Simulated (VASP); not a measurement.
The system is Zn2Ga2O3.

```
Zn Ga O
1.0
     3.08000    0.00000    0.00000
    -1.54000    2.66736    0.00000
     0.00000    0.00000   10.85000
Zn Ga O
2 2 3
Cartesian
  0.0000 0.0000 6.5100
  1.5400 0.8891 8.7885
  0.0000 0.0000 3.7975
  1.5400 0.8891 0.9765
  0.0000 0.0000 1.9530
  1.5400 0.8891 4.3943
  0.0000 1.7782 0.0000
```

The cell was built by a generator and needn't be a form met in nature.

```yaml
Program: VASP 6.6.1
Task: relaxation of cell and atoms
Functional: PBE
Potentials_or_basis: VASP PAW PBE potentials, release 64 (Zn, Ga_d, O)
Cutoff: 520 eV
k_mesh: 5 × 5 × 2
Occupations: gaussian, width 0.15 eV
Spin: no spin polarisation
```

At the start: pressure 8.2 GPa; volume 12.73 Å³/atom.

Q: How do energy, volume and symmetry change on relaxing?

A: Over 21 steps the energy falls by 151.3 meV/atom and the volume is 14.43 Å³/atom (+13.3 %); space group P3m1 (No. 156, to 0.05 Å).

The path:
| step | energy change (eV) | largest force (eV/Å) | pressure (GPa) | volume (Å³) |
| --- | --- | --- | --- | --- |
| 1 | 0.0000 | 2.5216 | 8.17 | 89.14 |
| 2 | -0.5483 | 1.2292 | -2.84 | 97.75 |
| 3 | -0.5507 | 1.0693 | -2.37 | 97.22 |
| 4 | -0.7297 | 0.7214 | -0.68 | 96.04 |
| 5 | -0.7857 | 1.1068 | 1.37 | 95.15 |
| 6 | -0.9185 | 0.6072 | 1.42 | 95.85 |
| 7 | -0.9582 | 0.8106 | 1.41 | 96.33 |
| 8 | -0.9601 | 0.8516 | 1.34 | 96.45 |
| 9 | -1.0130 | 0.4779 | 0.15 | 98.77 |
| 10 | -1.0131 | 0.5079 | -0.46 | 98.88 |
| 11 | -1.0335 | 0.4597 | 0.58 | 99.73 |
| 12 | -1.0347 | 0.3022 | 0.20 | 99.57 |
| 13 | -1.0459 | 0.2399 | 0.08 | 99.98 |
| 14 | -1.0548 | 0.3544 | -0.43 | 100.90 |
| 15 | -1.0548 | 0.3550 | 0.44 | 100.69 |
| 16 | -1.0584 | 0.1196 | -0.43 | 101.22 |
| 17 | -1.0584 | 0.1281 | -0.06 | 101.13 |
| 18 | -1.0584 | 0.1160 | -0.47 | 101.19 |
| 19 | -1.0584 | 0.1264 | -0.27 | 101.16 |
| 20 | -1.0584 | 0.1093 | -0.36 | 101.18 |
| 21 | -1.0591 | 0.0555 | 0.34 | 101.03 |

Final structure:
```
CELL_PARAMETERS angstrom
3.04410 0.00000 0.00000
-1.52205 2.63627 0.00000
0.00000 0.00000 12.58977
ATOMIC_POSITIONS crystal
Zn 0.00000 0.00000 0.62981
Zn 0.66667 0.33333 0.79694
Ga 0.00000 0.00000 0.33062
Ga 0.66667 0.33333 0.08611
O 0.00000 0.00000 0.18556
O 0.66667 0.33333 0.38383
O 0.33333 0.66667 0.02213
```

Caveat: the k mesh is coarse (spacing up to 0.47 Å⁻¹), so the values aren't converged.
